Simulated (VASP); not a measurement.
Method: PBE GGA, VASP's PBE PAW potentials (set 64) (plane waves; VASP).

Input for VASP

### INCAR
```
SYSTEM  =  Sr
PREC  =  Accurate; ENCUT  =  480; LREAL  =  .False.
LASPH  =  .True.
EDIFF  =  1E-6; NELM  =  100; ALGO  =  Normal
LMAXMIX  =  4
ISMEAR  =  0; SIGMA  =  0.05
GGA  =  PE
IBRION  =  2; NSW  =  60; ISIF  =  3
EDIFFG  =  -0.01
LWAVE  =  .False.; LCHARG  =  .False.
```

File POSCAR:
```
Sr
1
    0.0000000000     3.0096903000     3.0096903000
    3.0096903000    -0.0000000000     3.0096903000
    3.0096903000     3.0096903000     0.0000000000
Sr
1
Direct
  0.0000000000   0.0000000000   0.0000000000
```

### KPOINTS
```
Automatic
0
G
 7 7 7
```

POTCAR, in this order: Sr_sv (PBE.64 set). Program: vasp_std.

Problem. What will the output report for the number of irreducible k-points (NKPTS), largest plane-wave count, number of space-group operations, FFT grid (NGX, NGY, NGZ)?

Solution. 
```
Property                                       Value
--------------------------------------  ------------
number of irreducible k-points (NKPTS)            20
largest plane-wave count                        1317
number of space-group operations                  48
FFT grid (NGX, NGY, NGZ)                30 × 30 × 30
```

The compound is Sr in the fcc structure. It was relaxed first. The start is the result of an earlier pass.
